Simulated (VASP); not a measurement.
Set up this calculation in VASP 6.6.1, as the native input.

```yaml
Task: single point
Functional: PBE
Potentials_or_basis: VASP PAW PBE potentials, release 64 (Cd, Cu, H)
Cutoff: 520 eV
k_mesh: 12 × 12 × 6
Occupations: gaussian, width 0.1 eV
Spin: no spin polarisation
Dipole_correction: no
Further_INCAR_settings: ALGO = Fast; EDIFF = 1e-06; NBANDS = 22
```

The structure of CdCuH4 lies in POSCAR:

```
CdCuH4
1.0
    3.1817642376      0.0000000000      0.0000000000
    0.0000000000      3.1817642376      0.0000000000
    0.0000000000      0.0000000000      6.1305235393
Cd Cu H
1 1 4
Direct
    0.5000000000      0.5000000000      0.5000000000
    0.0000000000      0.0000000000      0.0000000000
    0.0000000000      0.0000000000      0.7402478100
    0.5000000000      0.0000000000      0.0000000000
    0.0000000000      0.5000000000      0.0000000000
    0.0000000000      0.0000000000      0.2597521900
```

The cell was built by a generator and needn't be a form met in nature.

One way to write it, as run:

INCAR

```
  PREC = Accurate
  ENCUT = 520
  EDIFF = 1E-6
  ISMEAR = 0
  SIGMA = 0.1
  LREAL = False
  LASPH = True
  NELM = 100
  ALGO = Fast
  ISIF = 2
  LWAVE = False
  LCHARG = False
  GGA = PE
  NBANDS = 22
```

KPOINTS

```
Automatic mesh
0
Gamma
  12 12 6
```

Potentials or basis: VASP PAW PBE potentials, release 64 (Cd, Cu, H).

Command:

```console
$ cat potpaw_PBE.64/Cd/POTCAR potpaw_PBE.64/Cu/POTCAR potpaw_PBE.64/H/POTCAR > POTCAR
$ mpirun -np 1 vasp_std > vasp.out
```

Results of the run:

The pressure is 0.2 GPa. The largest force is 0.042 eV/Å and the band gap on the k mesh is none (metal or under the smearing width).

It took 110 s on 1 thread of Intel(R) Xeon(R) Platinum 8488C (Sapphire Rapids), on a shared host, peak memory 0.28 GiB.
